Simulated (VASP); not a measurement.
Si: single point with LDA

Si:

```
CELL_PARAMETERS angstrom
0.00000 2.70097 2.70097
2.70097 0.00000 2.70097
2.70097 2.70097 0.00000
ATOMIC_POSITIONS crystal
Si 0.00000 0.00000 0.00000
Si 0.25000 0.25000 0.25000
```

| Quantity | Value |
| --- | --- |
| Program | VASP 6.6.1 |
| Task | single point |
| Functional | LDA |
| Potentials or basis | VASP PAW LDA potentials, release 64 (Si) |
| Cutoff | 520 eV |
| k mesh | 12 × 12 × 12 |
| Occupations | gaussian, width 0.02 eV |
| Spin | no spin polarisation |

```
Pressure               : 0.0 GPa
Band gap on the k mesh : 0.44 eV, indirect (least direct gap 2.53 eV)
```

Levels at points of the mesh, in eV from the valence-band top:
```tsv
k point	band 2	band 3	band 4	band 5	band 6	band 7
(0.00, 0.00, 0.00)	0.00	0.00	0.00	2.53	2.53	2.53
(0.50, 0.00, 0.00)	-7.06	-1.21	-1.21	1.49	3.29	3.29
(0.50, 0.50, 0.00)	-7.86	-2.89	-2.89	0.57	0.57	10.11
```

It took 13 s on 1 thread of Intel(R) Xeon(R) Platinum 8559C (Emerald Rapids) (shared host), peak memory 0.14 GiB.

A k mesh can miss the band edges. A hybrid or GW would open this gap; LDA tends to underestimate it.
